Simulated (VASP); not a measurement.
The system is HfMg2O4.

```
CELL_PARAMETERS angstrom
-3.00883 3.00883 2.41561
3.00883 -3.00883 2.41561
3.00883 3.00883 -2.41561
ATOMIC_POSITIONS crystal
Mg 0.25000 0.75000 0.50000
Mg 0.75000 0.25000 0.50000
Hf 0.00000 0.00000 0.00000
O 0.30272 0.30272 0.60545
O 0.69728 0.69728 0.39455
O 0.69728 0.30272 0.00000
O 0.30272 0.69728 0.00000
```

The cell was built by a generator and needn't be a form met in nature.

```yaml
Program: VASP 6.6.1
Task: relaxation of cell and atoms
Functional: PBE
Potentials_or_basis: VASP PAW PBE potentials, release 64 (Mg, Hf_pv, O)
Cutoff: 520 eV
k_mesh: 4 × 4 × 4
Occupations: gaussian, width 0.15 eV
Spin: no spin polarisation
```

At the start: pressure -21.7 GPa; volume 12.50 Å³/atom.

Question: Where does the relaxation end?

Answer: Over 10 steps the energy falls by 1069.6 meV/atom and the volume is 11.97 Å³/atom (-4.2 %); space group I4/mmm (No. 139, to 0.05 Å).

The path:
```tsv
step	energy change (eV)	largest force (eV/Å)	pressure (GPa)	volume (Å³)
1	0.0000	3.2476	-21.72	87.47
2	-4.9377	3.6799	16.99	67.21
3	-4.9517	3.2921	26.03	65.35
4	-2.8476	9.6029	74.09	68.33
5	-5.8739	0.0104	36.35	66.64
6	-7.3901	0.8254	-6.67	87.52
7	-7.4593	0.6160	-1.22	82.95
8	-7.4594	0.6331	-1.84	83.30
9	-7.4781	0.3417	0.99	84.08
10	-7.4873	0.0327	-0.04	83.80
```

Final structure:
```cif
data_structure
_symmetry_space_group_name_H-M 'P 1'
_symmetry_Int_Tables_number 1
_cell_length_a 4.7750
_cell_length_b 4.7750
_cell_length_c 4.7750
_cell_angle_alpha 109.169
_cell_angle_beta 109.169
_cell_angle_gamma 110.078
_cell_volume 83.80
loop_
_atom_site_label
_atom_site_type_symbol
_atom_site_fract_x
_atom_site_fract_y
_atom_site_fract_z
_atom_site_occupancy
Mg1 Mg 0.25000 0.75000 0.50000 1
Mg2 Mg 0.75000 0.25000 0.50000 1
Hf1 Hf 0.00000 0.00000 0.00000 1
O1 O 0.25404 0.25404 0.50809 1
O2 O 0.74596 0.74596 0.49191 1
O3 O 0.74596 0.25404 0.00000 1
O4 O 0.25404 0.74596 0.00000 1
```
